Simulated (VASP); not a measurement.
Given:

```
CELL_PARAMETERS angstrom
      3.89934     0.00000     0.00000
      0.00000     3.89934     0.00000
      0.00000     0.00000     3.89934
ATOMIC_POSITIONS crystal
  Sr 0.00000 0.00000 0.00000
  V  0.50000 0.50000 0.50000
  O  0.50000 0.00000 0.50000
  O  0.00000 0.50000 0.50000
  O  0.50000 0.50000 0.00000
```

Method: RPBE GGA, VASP's PBE PAW potentials (set 64) (plane waves; VASP). Numerical set-up: 520 eV cut-off, 9×9×9 Γ-centred mesh, tetrahedra with Blöchl corrections, potentials Sr_sv V_sv O.

The cores are frozen, which limits the accuracy of field gradients.

**Question.** Give the principal components of the electric field gradient (V/Å²) and the asymmetry η at each nucleus.

**Answer.** 
```json
[
 {"atom": "Sr1", "Vxx": "0.0", "Vyy": "0.0", "Vzz": "0.0", "η": "-"},
 {"atom": "V2", "Vxx": "0.0", "Vyy": "0.0", "Vzz": "0.0", "η": "-"},
 {"atom": "O3", "Vxx": "-18.0", "Vyy": "-18.0", "Vzz": "35.9", "η": "0.00"},
 {"atom": "O4", "Vxx": "-18.0", "Vyy": "-18.0", "Vzz": "35.9", "η": "0.00"},
 {"atom": "O5", "Vxx": "-18.0", "Vyy": "-18.0", "Vzz": "35.9", "η": "0.00"}
]
```

The compound is SrVO3 in the cubic perovskite structure. It was relaxed first. The run is not spin-polarised, so no magnetic state was tried.
